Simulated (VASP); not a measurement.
# SiH₃I: convergence, relaxation of the atoms

SiH₃I, molecule in box, 5 atoms in the cell. PBE, relaxation of the atoms; PAW potentials Si, I, H (PBE set). VASP 6.6.1.

Wanted: energy within 1 meV/atom; two shortest distances of each atom within 0.01 Å.

POSCAR:
```
SiH3I
1.0
   13.0000000000      0.0000000000      0.0000000000
    0.0000000000     12.0000000000      0.0000000000
    0.0000000000      0.0000000000     12.0000000000
Si I H
1 1 3
Direct
    0.4628100000      0.4879380000      0.5037610000
    0.6135080000      0.4057050000      0.5723550000
    0.3828140000      0.4881910000      0.5965580000
    0.4236360000      0.4146080000      0.4115850000
    0.4792820000      0.5970620000      0.4607360000
```

The series start from Force threshold EDIFFG (eV/Å): -0.02; Electronic threshold EDIFF (eV): 1e-6; Relaxation method: conjugate gradient, POTIM 0.5; Mixing and least electronic steps: default. Each series keeps the choices made before it, and each single choice may use up half of a tolerance.

## Force threshold EDIFFG (eV/Å)

| Force threshold EDIFFG (eV/Å) | Energy less reference (meV/atom) | Two shortest distances of each atom, largest deviation (Å) | Time (s) |
|---|---|---|---|
| -0.1 | 0.3 | 0.021 | 17 |
| -0.05 | 0.1 | 0.005 | 23 |
| -0.03 | 0.0 | 0.005 | 28 |
| -0.02 | 0.0 | 0.003 | 35 |
| -0.01 | 0.0 | 0.001 | 34 |
| -0.005 | 0.0 | 0.001 | 35 |
| -0.002 (reference) | 0.0 | 0.000 | 36 |

Chosen: -0.02, the loosest value from which every tighter one stays within half of the tolerance.

## Electronic threshold EDIFF (eV)

| Electronic threshold EDIFF (eV) | Energy less reference (meV/atom) | Two shortest distances of each atom, largest deviation (Å) | Time (s) |
|---|---|---|---|
| 0.001 | 0.0 | 0.004 | 13 |
| 0.0001 | 0.0 | 0.001 | 16 |
| 1e-5 | 0.0 | 0.002 | 23 |
| 1e-6 | 0.0 | 0.000 | 35 |
| 1e-7 (reference) | 0.0 | 0.000 | 36 |

Chosen: 0.001.

## Relaxation method

| Relaxation method | Energy less reference (meV/atom) | Two shortest distances of each atom, largest deviation (Å) | SCF iterations | Time (s) |
|---|---|---|---|---|
| conjugate gradient, POTIM 0.5 | 0.0 | 0.000 | 45 | 13 |
| conjugate gradient, POTIM 0.2 | 0.0 | 0.005 | 40 | 11 |
| conjugate gradient, POTIM 1.0 | 0.0 | 0.002 | 52 | 15 |
| quasi-Newton, POTIM 0.5 | 0.1 | 0.004 | 28 | 7.6 |
| quasi-Newton, POTIM 0.3, 10 steps kept | 0.0 | 0.003 | 32 | 8.8 |
| quasi-Newton, POTIM 0.5, at least 5 electronic steps | 0.0 | 0.002 | 49 | 11 |
| damped dynamics, POTIM 0.2, SMASS 0.4 | 0.0 | 0.004 | 59 | 17 |
| damped dynamics, POTIM 0.4, SMASS 0.8 | 0.0 | 0.003 | 39 | 11 |
| velocity quench, POTIM 0.1 | 0.0 | 0.006 | 40 | 11 |

Chosen: quasi-Newton, POTIM 0.5, the fastest of those that stay within half of the tolerance.

## Mixing and least electronic steps

| Mixing and least electronic steps | Energy less reference (meV/atom) | Two shortest distances of each atom, largest deviation (Å) | SCF iterations | Time (s) |
|---|---|---|---|---|
| default | 0.0 | 0.000 | 28 | 7.6 |
| MAXMIX 40 | -0.1 | 0.002 | 30 | 7.7 |
| NELMIN 4 | -0.1 | 0.002 | 42 | 9.2 |
| NELMIN 4, MAXMIX 40 | -0.1 | 0.003 | 42 | 9.2 |
| ALGO Fast | -0.1 | 0.001 | 35 | 8.4 |

Chosen: default; no other choice that stays within half of the tolerance saves 30 % of the time.

## All choices together

| Input | Energy less reference (meV/atom) | Two shortest distances of each atom, largest deviation (Å) | Time (s) |
|---|---|---|---|
| program defaults (naive) | 0.1 | 0.009 | 16 |
| chosen settings | 0.1 | 0.004 | 7.6 |
| reference settings throughout | 0.0 | 0.000 | 43 |

The tolerance is met.

## The input

INCAR:
```
SYSTEM = SiH3I
  PREC = Normal
  ENCUT = 250
  EDIFF = 0.001
  ISMEAR = 0
  SIGMA = 0.01
  ISYM = 0
  LREAL = .FALSE.
  LASPH = .TRUE.
  NELM = 100
  ALGO = Normal
  LWAVE = .FALSE.
  LCHARG = .FALSE.
  IBRION = 1
  NSW = 150
  ISIF = 2
  EDIFFG = -0.02
  POTIM = 0.5
  KPAR = 1
```

KPOINTS:
```
k-points
0
Gamma
  1 1 1
```

Commands:
```
cat potpaw_PBE.64/Si/POTCAR potpaw_PBE.64/I/POTCAR potpaw_PBE.64/H/POTCAR > POTCAR
mpirun -np 4 vasp_gam > vasp.out
```

The naive input happens to agree within the tolerance here, in 16 s.

The chosen input took VASP 6.6.1 7.6 s on 4 cores (AMD EPYC 9R45 (Zen 5)), a shared host.

## An input that fails: ionic step far too long

What the run shows: internal error in: us.F  at line: 1398 internal ERROR SETYLM_AUG: 0 63 1550 100 -1 62 62 If you are not a developer, you should not encounter this problem. Please submit a bug report.

Changes against the starting input:
```
- NELM = 100
- IBRION = 2
- NSW = 150
- POTIM = 0.5
+ NELM = 60
+ IBRION = 3
+ NSW = 30
+ POTIM = 5.0
+ SMASS = 0.4
```
